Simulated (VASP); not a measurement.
MoSi2 (MoSi2 type) is relaxed at rising pressure, each step from the one before. Symmetry mostly holds the structure type, and other phases were not tried. The mesh follows the cell, and a change of mesh leaves a small step in the series.

Input:

```
CELL_PARAMETERS angstrom
     -1.58854     1.58854     3.89282
      1.58854    -1.58854     3.89282
      1.58854     1.58854    -3.89282
ATOMIC_POSITIONS crystal
  Si 0.66482 0.66482 0.00000
  Si 0.33518 0.33518 0.00000
  Mo 0.00000 0.00000 0.00000
```

Computed with LDA (Ceperley-Alder, Perdew-Zunger), VASP's LDA PAW potentials (set 64) (plane waves; VASP 6.6.1). Run with 500 eV cut-off, 13×13×13 Γ-centred mesh, first-order Methfessel-Paxton smearing of 0.10 eV, potentials Si Mo_sv.

```csv
P (GPa),V (Å³/atom),H − H(0) (eV/atom),space group,gap on the mesh (eV),k-mesh
0,13.10,0.000,I4/mmm,0.00,13×13×13
10,?,?,I4/mmm,0.00,14×14×14
20,12.15,1.572,I4/mmm,0.00,14×14×14
30,?,?,I4/mmm,0.00,14×14×14
45,11.32,3.399,I4/mmm,0.00,14×14×14
```

What belongs in the gaps?

- 30, V (Å³/atom): 11.77
- 30, H − H(0) (eV/atom): 2.318
- 10, V (Å³/atom): 12.57
- 10, H − H(0) (eV/atom): 0.801

Pressures at which the relaxation failed are left out.

The compound is MoSi2 in the MoSi2 type structure.
